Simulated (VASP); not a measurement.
Input:

```
NaCl
1.0
    0.00000     2.79596     2.79596
    2.79596     0.00000     2.79596
    2.79596     2.79596     0.00000
Cl Na
1 1
Direct
  0.00000   0.00000   0.00000
  0.50000   0.50000   0.50000
```

Method: PBEsol GGA, VASP's PBE PAW potentials (set 64) (plane waves; VASP). Run with 400 eV cut-off, 8×8×8 Γ-centred mesh, Gaussian smearing of 0.010 eV, potentials Cl Na_pv.

Task: Give the electronic dielectric tensor ε∞ (DFPT, local fields included).

Result: 
```
2.57  0.00  0.00
0.00  2.57  0.00
0.00  0.00  2.57
```

Task: Give the Born effective charges.

Result: 
| atom | Z*xx | Z*yy | Z*zz | mean |
|---|---|---|---|---|
| Cl1 | -1.09 | -1.09 | -1.09 | -1.09 |
| Na2 | 1.09 | 1.09 | 1.09 | 1.09 |

Task: And the static tensor with the ions free?

Result: 
```
5.87  0.00  0.00
0.00  5.87  0.00
0.00  0.00  5.87
```

Task: Which frequencies do the optical Γ-point modes have (no LO-TO splitting)?

Result: 170 (×3) cm⁻¹.

The structure comes from a measured NaCl entry (Fm-3m) of the Crystallography Open Database, whose conditions weren't checked. It was relaxed first.
